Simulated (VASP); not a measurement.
Method: RPBE GGA, VASP's PBE PAW potentials (set 64) (plane waves; VASP).

A VASP calculation is set up with these files.

File KPOINTS:
```
k-points along high-symmetry lines
15
Line-mode
Reciprocal
  0.000000   0.000000   0.000000 ! GAMMA
  0.500000   0.000000   0.500000 ! X

  0.500000   0.000000   0.500000 ! X
  0.625000   0.250000   0.625000 ! U

  0.375000   0.375000   0.750000 ! K
  0.000000   0.000000   0.000000 ! GAMMA

  0.000000   0.000000   0.000000 ! GAMMA
  0.500000   0.500000   0.500000 ! L

  0.500000   0.500000   0.500000 ! L
  0.500000   0.250000   0.750000 ! W

  0.500000   0.250000   0.750000 ! W
  0.500000   0.000000   0.500000 ! X
```

**POSCAR**
```
PbSe
3.1470920
  0.0000000000   1.0000000221   1.0000000221
  1.0000000221   0.0000000000   1.0000000221
  1.0000000221   1.0000000221   0.0000000000
Pb Se
1 1
direct
  0.0000000000   0.0000000000   0.0000000000
  0.5000000000   0.5000000000   0.5000000000
```

INCAR:
```
! general
SYSTEM =PbSe
PREC   =Accurate
ENCUT  =520   ! plane-wave cut-off (eV)
LREAL  =F
LASPH  =T
ICHARG =11

! electronic loop
EDIFF  =1E-7   ! SCF stop (eV)
NELM   =100   ! most electronic steps
ALGO   =Normal   ! blocked Davidson
LMAXMIX=4

! smearing
ISMEAR =0
SIGMA  =0.05   ! width (eV)

! functional
GGA    =RP

! output
LWAVE  =F
LCHARG =F
LORBIT =11   ! lm-projected
```

POTCAR, in this order: Pb_d Se (PBE.64 set). Program: vasp_std. Read from the step before: CHGCAR.

Output

OSZICAR:
```
       N       E                     dE             d eps       ncg     rms          rms(c)
DAV:   1     0.156268929203E+03    0.15627E+03   -0.97142E+03  2536   0.142E+03
DAV:   2     0.470325382710E+01   -0.15157E+03   -0.14861E+03  2646   0.348E+02
DAV:   3    -0.776418182173E+01   -0.12467E+02   -0.12304E+02  3420   0.106E+02
DAV:   4    -0.806799785999E+01   -0.30382E+00   -0.30361E+00  2716   0.196E+01
DAV:   5    -0.807829812966E+01   -0.10300E-01   -0.10300E-01  3462   0.357E+00
DAV:   6    -0.807882661578E+01   -0.52849E-03   -0.52849E-03  3306   0.697E-01
DAV:   7    -0.807883228493E+01   -0.56692E-05   -0.56692E-05  3552   0.630E-02
DAV:   8    -0.807883237215E+01   -0.87222E-07   -0.87214E-07  3216   0.877E-03
   1 F= -.80788324E+01 E0= -.80788324E+01  d E =-.610056E-11
```

**OUTCAR**
```
 val. band max:        4.1549921213   @ k =   0.5000   0.5000   0.5000

 cond. band min:       4.7846012578   @ k =   0.5000   0.5000   0.5000



 k-point     1 :       0.0000    0.0000    0.0000
  band No.  band energies     occupation
      1     -12.5987      2.00000
      2     -12.5987      2.00000
      3     -12.5987      2.00000
      4     -12.5870      2.00000
      5     -12.5870      2.00000
      6      -8.6917      2.00000
      7      -2.1829      2.00000
      8       2.6841      2.00000
      9       2.6841      2.00000
     10       2.6841      2.00000
     11       8.7771      0.00000
     12       8.7771      0.00000
     13       8.7771      0.00000
     14      10.9423      0.00000

 k-point     2 :       0.0357    0.0000    0.0357
  band No.  band energies     occupation
      1     -12.5988      2.00000
      2     -12.5983      2.00000
      3     -12.5983      2.00000
      4     -12.5875      2.00000
      5     -12.5868      2.00000
      6      -8.6805      2.00000
      7      -2.2167      2.00000
      8       2.6669      2.00000
      9       2.6669      2.00000
     10       2.7490      2.00000
     11       8.5305      0.00000
     12       8.7610      0.00000
     13       8.7610      0.00000
     14      10.8352      0.00000

 k-point     3 :       0.0714    0.0000    0.0714
  band No.  band energies     occupation
      1     -12.5993      2.00000
      2     -12.5972      2.00000
      3     -12.5972      2.00000
      4     -12.5889      2.00000
      5     -12.5863      2.00000
      6      -8.6470      2.00000
      7      -2.3106      2.00000
      8       2.6164      2.00000
      9       2.6164      2.00000
     10       2.9304      2.00000
     11       7.9490      0.00000
     12       8.7244      0.00000
     13       8.7244      0.00000
     14      10.5812      0.00000

 k-point     4 :       0.1071    0.0000    0.1071
  band No.  band energies     occupation
      1     -12.6000      2.00000
...
```

The density is held fixed in this step, so its total energy and stress have no physical meaning. Unless said otherwise, spin-orbit coupling is left out, though it shifts the bands of the heavy elements here.

The compound is PbSe in the rock salt structure. It was relaxed first, which changed the volume by +9 %.
